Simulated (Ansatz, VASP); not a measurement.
# Cross-check of Ge (Germanium) between VASP and Ansatz

One calculation is typed for both programs; each brings its own data sets. How far apart do they land? The cell is taken from a series of runs on this material, whose earlier steps may have relaxed, scaled, displaced or heated it; both programs get it as it stands.

Calculated with Ansatz 0.2.0; plane waves, with VASP 6.6.1 beside it; zone-centre phonons at LDA.

## (1) The structure

Symmetry: Imma, No. 74, orthorhombic system. The conventional cell has a = 3.856 Å, b = 3.980 Å, c = 5.685 Å, α = 90.00°, β = 90.00°, γ = 90.00°. Nearest to Ge lie 4 Ge at 2.41 to 2.43 Å.

Coordinates:

```cif
data_structure
_symmetry_space_group_name_H-M 'Imma'
_symmetry_Int_Tables_number 74
_cell_length_a 3.8557
_cell_length_b 3.9805
_cell_length_c 5.6849
_cell_angle_alpha 90.000
_cell_angle_beta 90.000
_cell_angle_gamma 90.000
_cell_volume 87.25
loop_
_atom_site_label
_atom_site_type_symbol
_atom_site_symmetry_multiplicity
_atom_site_Wyckoff_symbol
_atom_site_fract_x
_atom_site_fract_y
_atom_site_fract_z
_atom_site_occupancy
Ge1 Ge 4 e 0.00000 0.75000 0.62279 1
```

## (2) VASP: zone-centre phonons, LDA

Second derivatives magnify differences that forces hide, and they need a tight electronic threshold.

Lines of VASP's logs that name or quote its potential files are left out, and so is its time.

Contents of INCAR:

```
SYSTEM = Ge
PREC = Accurate
ENCUT = 500
EDIFF = 1E-08
NELM = 120
ISMEAR = 1
SIGMA = 0.2
LREAL = .FALSE.
ALGO = Normal
GGA = CA
NBANDS = 20
LORBIT = 11
LWAVE = .FALSE.
LCHARG = .FALSE.
ISIF = 2
IBRION = 8
LASPH = .TRUE.
GGA_COMPAT = .FALSE.
KPAR = 2
```

Contents of POSCAR:

```
Ge
1.0
   -0.0441091774      2.7704991324      2.8424470053
    2.7704991324     -0.0441091774      2.8424470053
    2.7263899550      2.7263899550      0.0000000000
Ge
2
Direct
    0.4977861085      0.4977861085      0.5022138915
    0.7522138915      0.7522138915      0.7477861085
```

Contents of KPOINTS:

```
Automatic mesh
0
Gamma
16 16 16
0 0 0
```

PAW data sets: Ge_d (LDA family, release 64).

The run is started by

```console
mpirun -np 2 vasp_std
```

Numbers of over 12 decimals in the logs are rounded to 6 here.

What it wrote:

```text
[banner, memory and clock lines left out]
running    2 mpi-ranks, on    1 nodes
 distrk:  each k-point on    1 cores,    2 groups
 distr:  one band on    1 cores,    1 groups

 POSCAR found type information on POSCAR Ge
 POSCAR found :  1 types and       2 ions
 LDA part: xc-table for (Slater(with rela. corr.)+CA(PZ))
 , standard interpolation
 POSCAR, INCAR and KPOINTS ok, starting setup
 FFT: planning ... GRIDC
 FFT: planning ... GRID_SOFT
 FFT: planning ... GRID
 WAVECAR not read
 entering main loop
       N       E                     dE             d eps       ncg     rms          rms(c)
DAV:   1     0.181517807293E+03    0.18152E+03   -0.14661E+04 26772   0.374E+03
DAV:   2     0.145414834059E+02   -0.16698E+03   -0.16245E+03 24880   0.579E+02
DAV:   3    -0.979455065077E+01   -0.24336E+02   -0.24159E+02 28004   0.143E+02
DAV:   4    -0.105529456217E+02   -0.75839E+00   -0.75767E+00 27900   0.296E+01
DAV:   5    -0.105651200662E+02   -0.12174E-01   -0.12174E-01 27928   0.407E+00    0.345E+00
DAV:   6    -0.104366492588E+02    0.12847E+00   -0.42257E-02 27488   0.169E+00    0.197E+00
DAV:   7    -0.103731125221E+02    0.63537E-01   -0.83949E-02 26708   0.214E+00    0.144E-01
DAV:   8    -0.103738100553E+02   -0.69753E-03   -0.61978E-03 28088   0.878E-01    0.464E-02
DAV:   9    -0.103738339057E+02   -0.23850E-04   -0.12349E-04 29684   0.124E-01    0.173E-02
DAV:  10    -0.103738314586E+02    0.24471E-05   -0.12733E-05 33992   0.498E-02    0.445E-03
DAV:  11    -0.103738312843E+02    0.17433E-06   -0.16896E-06 27012   0.101E-02    0.107E-03
DAV:  12    -0.103738312579E+02    0.26415E-07   -0.16303E-07 32076   0.426E-03    0.614E-04
DAV:  13    -0.103738312559E+02    0.19945E-08   -0.11888E-08 18140   0.167E-03
   1 F= -.10373831E+02 E0= -.10373914E+02  d E =0.249160E-03
 Linear response reoptimize wavefunctions to high precision
DAV:   1    -0.103738312563E+02   -0.40473E-09   -0.25650E-09 21216   0.558E-04
DAV:   2    -0.103738312563E+02   -0.72760E-11   -0.23540E-10 14532   0.191E-04
 Linear response DOF=           2
 Linear response progress:
  Degree of freedom:   1/  2
       N       E                     dE             d eps       ncg     rms          rms(c)
RMM:   1    -0.187876212421E+00   -0.18788E+00    0.87178E+00 99855   0.453E+01
RMM:   2    -0.195412257844E+00   -0.75360E-02   -0.13834E-02132599   0.113E+00    0.766E-02
RMM:   3    -0.195487543818E+00   -0.75286E-04   -0.98044E-04141279   0.324E-01    0.441E-02
RMM:   4    -0.195444421197E+00    0.43123E-04   -0.65465E-05150610   0.829E-02    0.485E-03
RMM:   5    -0.195451408123E+00   -0.69869E-05   -0.46543E-06144883   0.189E-02    0.246E-03
RMM:   6    -0.195462197487E+00   -0.10789E-04   -0.38218E-07147264   0.520E-03    0.321E-04
RMM:   7    -0.195461522252E+00    0.67524E-06   -0.17059E-07151445   0.166E-03    0.196E-04
RMM:   8    -0.195460992940E+00    0.52931E-06   -0.77355E-08153274   0.575E-04    0.381E-05
RMM:   9    -0.195460831813E+00    0.16113E-06   -0.62856E-08153985   0.256E-04    0.160E-05
RMM:  10    -0.195460910711E+00   -0.78898E-07   -0.62046E-08155700   0.121E-04    0.509E-06
RMM:  11    -0.195460923510E+00   -0.12799E-07   -0.48318E-08159737   0.698E-05    0.252E-06
RMM:  12    -0.195460939926E+00   -0.16416E-07   -0.25052E-08188101   0.469E-05    0.148E-06
RMM:  13    -0.195460955331E+00   -0.15405E-07   -0.16366E-08204605   0.368E-05    0.168E-07
RMM:  14    -0.195460952166E+00    0.31645E-08    0.39443E-10202680   0.316E-05    0.174E-07
 first order change of Fermi-energy   0.59023E-04
 force on displaced ion       1 direction 1 : -11.825  -0.102   0.003
 Linear response progress:
  Degree of freedom:   2/  2
       N       E                     dE             d eps       ncg     rms          rms(c)
RMM:   1    -0.188094904020E+00   -0.18809E+00    0.85222E+00 29908   0.449E+01
RMM:   2    -0.195703274807E+00   -0.76084E-02   -0.14578E-02 40367   0.115E+00    0.785E-02
RMM:   3    -0.195786098774E+00   -0.82824E-04   -0.98308E-04 43009   0.323E-01    0.451E-02
RMM:   4    -0.195757272106E+00    0.28827E-04   -0.64717E-05 45667   0.819E-02    0.472E-03
RMM:   5    -0.195763298083E+00   -0.60260E-05   -0.37817E-06 43839   0.188E-02    0.237E-03
RMM:   6    -0.195772129845E+00   -0.88318E-05   -0.22508E-07 44540   0.517E-03    0.368E-04
RMM:   7    -0.195771941887E+00    0.18796E-06   -0.23689E-08 45617   0.161E-03    0.184E-04
RMM:   8    -0.195771538382E+00    0.40351E-06   -0.87710E-10 45835   0.576E-04    0.433E-05
RMM:   9    -0.195771346912E+00    0.19147E-06   -0.61295E-09 41919   0.274E-04    0.139E-05
RMM:  10    -0.195771432413E+00   -0.85501E-07   -0.10927E-08 45354   0.134E-04    0.698E-06
RMM:  11    -0.195771454960E+00   -0.22547E-07   -0.19225E-08 47427   0.738E-05    0.302E-06
RMM:  12    -0.195771477897E+00   -0.22937E-07   -0.57154E-09 47924   0.490E-05    0.861E-07
RMM:  13    -0.195771483042E+00   -0.51451E-08   -0.26146E-09 45776   0.379E-05    0.251E-07
 first order change of Fermi-energy  -0.17868E+01
 force on displaced ion       1 direction 3 :   0.000   0.000 -11.891
 Linear response finished
```

OUTCAR, selected parts (step 2):

```text
ion  position               nearest neighbor table
   1  0.498  0.498  0.502-   2 2.41   2 2.41   2 2.43   2 2.43
   2  0.752  0.752  0.748-   1 2.41   1 2.41   1 2.43   1 2.43

  LATTYP: Found a body centered orthorhombic cell.
 ALAT       =     3.8556976507
 B/A-ratio  =     1.0323572036
 C/A-ratio  =     1.4744138482

 Subroutine GETGRP returns: Found  8 space group operations
 (whereof  4 operations were pure point group operations)

The static configuration has the point symmetry C_2v.
 The point group associated with its full space group is D_2h.

 Found    621 irreducible k-points:

   k-points           NKPTS =    621   k-points in BZ     NKDIM =    621   number of bands    NBANDS=     20

   dimension x,y,z NGX =    30 NGY =   30 NGZ =   28
   dimension x,y,z NGXF=    60 NGYF=   60 NGZF=   56

   ENCUT  =  500.0 eV  36.75 Ry    6.06 a.u.   7.24  7.24  7.03*2*pi/ulx,y,z

   NELECT =      28.0000    total number of electrons

 k-points in reciprocal lattice and weights: Automatic mesh
   0.00000000  0.00000000  0.00000000       0.000
   0.06250000  0.00000000  0.00000000       0.001
   0.12500000  0.00000000  0.00000000       0.001
   0.18750000 -0.00000000  0.00000000       0.001
   0.25000000  0.00000000  0.00000000       0.001
   0.31250000  0.00000000  0.00000000       0.001
   0.37500000 -0.00000000  0.00000000       0.001
   0.43750000 -0.00000000  0.00000000       0.001
   0.50000000  0.00000000  0.00000000       0.000
[...]
0.25000000  0.25000000  0.50000000       0.000
  -0.25000000  0.25000000  0.50000000       0.000

 average (electrostatic) potential at core
       1 -75.0790       2 -75.0790

  Total        0.5915676      0.5915676      0.0256445      0.5673227      0.0000000      0.0000000
  in kB       21.7263431     21.7263431      0.9418401     20.8359066      0.0000000      0.0000000
  external PRESSURE =      14.7981754 kB  Pullay stress =       0.0000000 kB

  energy-cutoff  :      500.00
  volume of cell :       43.62
      direct lattice vectors                 reciprocal lattice vectors
    -0.044109177  2.770499132  2.842447005    -0.177644612  0.177644612  0.175904775
     2.770499132 -0.044109177  2.842447005     0.177644612 -0.177644612  0.175904775
     2.726389955  2.726389955  0.000000000     0.183392694  0.183392694 -0.175904775

 POSITION                                       TOTAL-FORCE (eV/Angst)
 -----------------------------------------------------------------------------------
      2.72639      2.72639      2.82986         0.000000      0.000000     -0.000903
      4.08958      4.08958      4.27626        -0.000000     -0.000000      0.000903
 -----------------------------------------------------------------------------------
    total drift:                                0.000000      0.000000     -0.000000

 Eigenvectors and eigenvalues of the dynamical matrix
 ----------------------------------------------------

   1 f  =    8.960726 THz    56.301903 2PiTHz  298.897652 cm-1    37.058569 meV
             X         Y         Z           dx          dy          dz
      2.726390  2.726390  2.829861     0.500000    0.500000    0.000000
      4.089585  4.089585  4.276256    -0.500000   -0.500000   -0.000000

   2 f  =    8.946835 THz    56.214621 2PiTHz  298.434285 cm-1    37.001119 meV
             X         Y         Z           dx          dy          dz
      2.726390  2.726390  2.829861    -0.000000   -0.000000    0.707107
      4.089585  4.089585  4.276256     0.000000    0.000000   -0.707107

   3 f  =    8.883690 THz    55.817868 2PiTHz  296.327987 cm-1    36.739971 meV
             X         Y         Z           dx          dy          dz
      2.726390  2.726390  2.829861    -0.500000    0.500000   -0.000000
      4.089585  4.089585  4.276256     0.500000   -0.500000    0.000000

   4 f  =    0.000000 THz     0.000000 2PiTHz    0.000000 cm-1     0.000000 meV
             X         Y         Z           dx          dy          dz
      2.726390  2.726390  2.829861    -0.104855    0.246958    0.654230
      4.089585  4.089585  4.276256    -0.104855    0.246958    0.654230

   5 f/i=    0.000000 THz     0.000000 2PiTHz    0.000001 cm-1     0.000000 meV
             X         Y         Z           dx          dy          dz
      2.726390  2.726390  2.829861     0.699129    0.022876    0.103416
      4.089585  4.089585  4.276256     0.699129    0.022876    0.103416

   6 f/i=    0.000000 THz     0.000001 2PiTHz    0.000004 cm-1     0.000000 meV
             X         Y         Z           dx          dy          dz
      2.726390  2.726390  2.829861    -0.014953   -0.662184    0.247565
      4.089585  4.089585  4.276256    -0.014953   -0.662184    0.247565

 ELASTIC MODULI CONTR FROM IONIC RELAXATION (kBar)
 Direction    XX          YY          ZZ          XY          YZ          ZX
 --------------------------------------------------------------------------------
 XX          -0.3548     -0.3548     -0.6987     -9.5752      0.0000      0.0000
 YY          -0.3548     -0.3548     -0.6987     -9.5752      0.0000      0.0000
 ZZ          -0.6987     -0.6987     -1.3761    -18.8572     -0.0000      0.0000
 XY          -9.5752     -9.5752    -18.8572   -258.4139      0.0000      0.0000
 YZ           0.0000      0.0000     -0.0000      0.0000   -260.7361    -46.2446
 ZX           0.0000      0.0000      0.0000      0.0000    -46.2446   -248.9609
 --------------------------------------------------------------------------------
```

Energies printed during the response cycles are not total energies of the cell.

## (3) Ansatz: zone-centre phonons, LDA

Ansatz runs on its PAW soft_1 files.

The same cell, functional (in two slightly different forms), mesh and smearing now go to Ansatz, which takes its cutoff from its data sets.

Contents of input.yaml:

```yaml
crystal:
  lattice:
    - [-0.0441091774, 2.7704991324, 2.8424470053]
    - [2.7704991324, -0.0441091774, 2.8424470053]
    - [2.726389955, 2.726389955, 0.0]
  atoms:
    - { symbol: Ge, position: [0.4977861085, 0.4977861085, 0.5022138915] }
    - { symbol: Ge, position: [0.7522138915, 0.7522138915, 0.7477861085] }
kpoints:
  mp_grid: { grid: [16, 16, 16] }
hamiltonian:
  xc: lda
  pseudopotentials: { kind: paw, azcp: { folder: soft_1 }, xc_functional: pbe }
scf:
  occupations: { method: methfessel_paxton, width: 0.2 }
output:
  eigenvalues: true
phonons:
  method: dfpt
```

The run is started by

```console
ansatz run input.yaml --threads 4 --pin off --max-ram 10240MiB --backend cpu --events-out ev --progress --plain --runs-dir out
```

What it wrote:

```text
zone centre: on kpoints.mp_grid the ground state, and the responses unless they are solved on pairs of k-points, stand on 1098 of the mesh's 4096 k-points, reduced under 2 symmetry operations, with k and −k counted as one. Each operation leaves every solved displacement unchanged or reverses it
Engine: ansatz 0.2.0, aarch64-unknown-linux-gnu
Pseudopotentials: kind: paw
Pseudopotential: Ge, paw, valence charge 14, recommended cutoff 420 eV (normal), soft_1/Ge.paw.azcp
Functional definition: SPW92
  exchange = slater_x
  correlation = pw_c
Crystal: 2 atoms, lattice volume = 43.624 Å³
Basis set: ecut = 420 eV, 873 PW (Γ), exchange–correlation on 64×64×64 points (8 copies of the dense FFT grid, shifted against one another)
Bands: 18, of which v1, the nominal top of the filled ones, is band 14 counted from 1 (13 counted from 0)
Symmetry: 8 space group operations
k-points: 1098 of 4096 (irreducible under 2 space group operations, time reversal used)
Non-local potential: Ge, projectors of the file, l = 0: 2, l = 1: 2, l = 2: 3, l = 3: 1
PAW form: soft (Blöchl's): semilocal exchange-correlation on the pseudo side does not see the compensation charge
PAW frozen core: Ge, regenerated for the run's functional, and the local potential with it (the file was generated under x = pbe(κ = 0.804, μ = 0.219515), c = pbe(β = 0.066725))
PAW one-centre angular grid: Ge, 590 points (default); XC on 64 Gauss nodes
Initial density: superposition of atomic densities (chi_scale 0.1, normalization cell)
Initial wavefunctions: pseudopotential atomic-orbital guess
Functional: x = slater, c = lda
SCF iter   1: F=—  HF=-8431.580823 eV  |F-HF|=—  |Δ(HF+E_count)|=         —  Δρ=3.64e-2  dr2=5.28e-1  ethr=3.10e-3  ⟨swp⟩=5.1  Hψ=91053  notcnv=0
preconditioner: auto → Kerker (q_TF=auto, 2.534 Å⁻¹)  [metal: Δε(μ)=0.024 eV  Ē_g=23.565 eV  σ=0.200 eV  W_gap=0.10  n_scr=14 (ndim 8)  ℏωp=29.7 eV  f_vac=0.000  D(μ)=0.03/eV (n_scr^D=0)]
SCF iter   2: F=—  HF=-8431.514701 eV  |F-HF|=—  |Δ(HF+E_count)|=   6.61e-2  S|Δr|=    0.00e0  Δρ=2.37e-2  dr2=2.62e-1  ethr=1.89e-3  ⟨swp⟩=1.0  Hψ=28582  notcnv=0
SCF iter   3: F=—  HF=-8431.439239 eV  |F-HF|=—  |Δ(HF+E_count)|=   7.55e-2  S|Δr|=    0.00e0  Δρ=4.01e-3  dr2=1.17e-2  ethr=9.36e-4  ⟨swp⟩=2.0  Hψ=28445  notcnv=0
SCF iter   4: F=—  HF=-8431.438284 eV  |F-HF|=—  |Δ(HF+E_count)|=   9.55e-4  S|Δr|=    0.00e0  Δρ=2.22e-3  dr2=3.09e-3  ethr=4.18e-5  ⟨swp⟩=2.0  Hψ=30784  notcnv=0
SCF iter   5: F=—  HF=-8431.437775 eV  |F-HF|=—  |Δ(HF+E_count)|=   5.09e-4  S|Δr|=    0.00e0  Δρ=7.12e-4  dr2=1.33e-4  ethr=1.10e-5  ⟨swp⟩=2.0  Hψ=35139  notcnv=0
SCF iter   6: F=—  HF=-8431.437743 eV  |F-HF|=—  |Δ(HF+E_count)|=   3.28e-5  S|Δr|=    0.00e0  Δρ=1.23e-4  dr2=4.30e-6  ethr=4.74e-7  ⟨swp⟩=2.0  Hψ=34100  notcnv=0
SCF iter   7: F=—  HF=-8431.437750 eV  |F-HF|=—  |Δ(HF+E_count)|=   7.01e-6  S|Δr|=    0.00e0  Δρ=3.37e-5  dr2=4.04e-7  ethr=1.54e-8  ⟨swp⟩=2.0  Hψ=34967  notcnv=0
SCF iter   8: F=—  HF=-8431.437749 eV  |F-HF|=—  |Δ(HF+E_count)|=   2.86e-7  S|Δr|=    0.00e0  Δρ=7.98e-6  dr2=3.47e-8  ethr=1.44e-9  ⟨swp⟩=2.0  Hψ=34504  notcnv=0
SCF iter   9: F=—  HF=-8431.437749 eV  |F-HF|=—  |Δ(HF+E_count)|=   1.97e-8  S|Δr|=    0.00e0  Δρ=2.05e-6  dr2=3.44e-9  ethr=1.24e-10  ⟨swp⟩=2.8  Hψ=33303  notcnv=0
SCF iter  10: F=—  HF=-8431.437749 eV  |F-HF|=—  |Δ(HF+E_count)|=  1.56e-10  S|Δr|=    0.00e0  Δρ=4.29e-7  dr2=1.26e-10  ethr=1.23e-11  ⟨swp⟩=2.0  Hψ=23231  notcnv=0
SCF iter  11: F=-8431.437749 eV  HF=-8431.437749 eV  |F-HF|=1.82e-12  |Δ(HF+E_count)|=  2.36e-11  S|Δr|=    0.00e0  Δρ=1.25e-7  dr2=4.83e-12  ethr=1.00e-12  ⟨swp⟩=4.4  Hψ=91824  notcnv=0
SCF 1 converged in 11 iterations: F = -8431.437749 eV  dr2 = 4.83e-12
  greatest PAW one-centre occupation: 0.998 electrons in one spin orbital (limit 2), on the Ge atom at site 1 (counted from 0), in its partial waves of l = 2
DFPT response loops at Γ: preconditioner auto → Kerker (q_TF=auto, 2.534 Å⁻¹) (partly filled bands, converged f_vac=0.051); β = 1.00, the filter's whole step (`scf.mixing.beta` (0.50) is not read by the response loops under this deck's `scf.mixing.preconditioner`; to damp them name `kerker` or `kerker_dos`, under which they read `scf.mixing.beta`, and type it under 1.00, their step now; both keys bind the ground state too); Broyden in place of MSR1
SCF converged after 11 iterations
Stability not checked: this state was not tested for a lower state beside it, because cold or Methfessel-Paxton smearing, or corrected tetrahedra, fill the levels in a way that the test cannot read (fill_not_monotonic; see scf.lower_state_search)
Free energy (F): -8431.437749 eV
Harris-Foulkes:  -8431.437749 eV  (|F-HF|=1.82e-12)
Internal energy: -8431.437996 eV  (E = F + TS)
E sigma→0 (E₀):  -8431.437811 eV
Entropy (-TS):   0.000247 eV (0.123 meV/atom)
Fermi energy:    8.803699 eV
Step filling:    the computed levels leave a gap of 0.0240 eV = 0.1 smearing widths at the electron count; against every level under it full and every level over it empty, smearing changes F+E_penalty+E_count by +0.065 meV and its σ→0 estimate by +3.16e-3 meV
--- Per-component energies (eV) ---
  E_band       = -299.151575
  E_kinetic    = 187.672254
  E_local      = -4456.872626  (includes V_loc(G=0)·N_el)
  E_nonlocal   = 442.315062
  E_hartree    = 2125.406086
  E_xc         = -143.447931
  E_vxc        = -132.057501  (∫ρ·V_xc dr)
  E_paw        = -3869.266463  (= ΣΔE_a)
  E_vpaw       = -591.020923  (= ΣTr[D̂ρ^β])
  E_aug_tail   = 0.000035  (compensation charges beyond the density's cutoff)
  E_ewald      = -2721.061067
  E_core_change = 3.816653  (= ΣΔE_core)
  E_smearing   = 0.000247  (= −TS)
  E_closure    = 0.000000  (closes the sum)
  Σ components = -8431.437749   (vs F -8431.437749, Δ=0.00e0)
--- Band table (eV; the first three rows and the last of 1098) ---
  k-point 0: bands = [... 10 lower, -4.3711, 8.5798, 8.6405, 8.8355, 8.9663, 11.0792, 11.3996, 11.4054]
  k-point 1: bands = [... 10 lower, -4.3203, 7.6904, 8.5381, 8.6158, 9.5639, 11.2231, 11.4858, 11.6891]
  k-point 2: bands = [... 10 lower, -4.1689, 6.4555, 8.2961, 8.3349, 9.6905, 11.5729, 11.7674, 12.4538]
  k-point 1097: bands = [... 10 lower, -0.5063, -0.3750, 5.4502, 5.8652, 9.2218, 9.7658, 18.3346, 18.5164]
--- Phonons (Γ-DFPT): 2 representative perturbations + reference, on 1098 of 4096 k-points (Σ response iterations 6) ---
  k mesh reduced under 2 symmetry operations, with k and −k counted as one. Each operation leaves every solved displacement unchanged or reverses it
  ASR residual: 1.234e-5 → 0.000e0 eV/Å²; symmetrization residual: 6.727e-13 eV/Å²
  ASR residual per site (eV/Å²): 1.23e-5 1.23e-5
  Γ frequencies (cm⁻¹): 0.00 0.00 0.00 294.99 296.71 297.59
  non-analytic LO–TO correction: not included (Born effective charges unavailable; polar crystals: no LO–TO splitting at Γ)
```

The column dr2 measures how far the density is from self-consistency, as an energy; F and HF (Harris–Foulkes) agree once it is small.

## (4) Differences

Known differences besides the potentials themselves: the two LDA forms differ slightly; the cutoff is 420 eV in Ansatz and 500 eV in VASP; VASP's log shows a relativistic correction to its local exchange, Ansatz's none. Total energies have different zeros and are not compared.

Compared:

```csv
quantity,Ansatz,VASP,difference
optical mode 1 (cm⁻¹),295.0,296.3,-0.45 %
optical mode 2 (cm⁻¹),296.7,298.4,-0.58 %
optical mode 3 (cm⁻¹),297.6,298.9,-0.44 %
```

Modes are paired by rising frequency, not by their patterns, so a pair may set unlike modes beside each other; they are those without the splitting of longitudinal modes.

## (5) What came out

```json
{
 "r.m.s. difference of the optical zone-centre modes, each program's sorted by frequency (zone-centre phonons, LDA)": "1.5 cm⁻¹",
 "difference in optical mode 2 (zone-centre phonons, LDA)": "-0.6 %"
}
```

The r.m.s. difference of the optical zone-centre modes, each program's sorted by frequency is 1.5 cm⁻¹ (zone-centre phonons, LDA). Among the rows given in per cent, the largest difference of the zone-centre phonons, LDA pair is in optical mode 2, -0.6 %. Such differences can come from data sets, numerical settings and the points named under the comparisons, not from the functional's error against experiment.

[Lines on the potential files, build, host, timing and source positions are cut from VASP's logs without a mark.]

[Logs are printed without paths, hosts, clocks, repeated set-up lines and the standing remarks that a program may print on its own settings, such as how far it seeks lower states.]

[Hosts, paths, dates, database ids (printed as entryN), source tags and the programs' standing remarks are cut or masked in the printed files.]
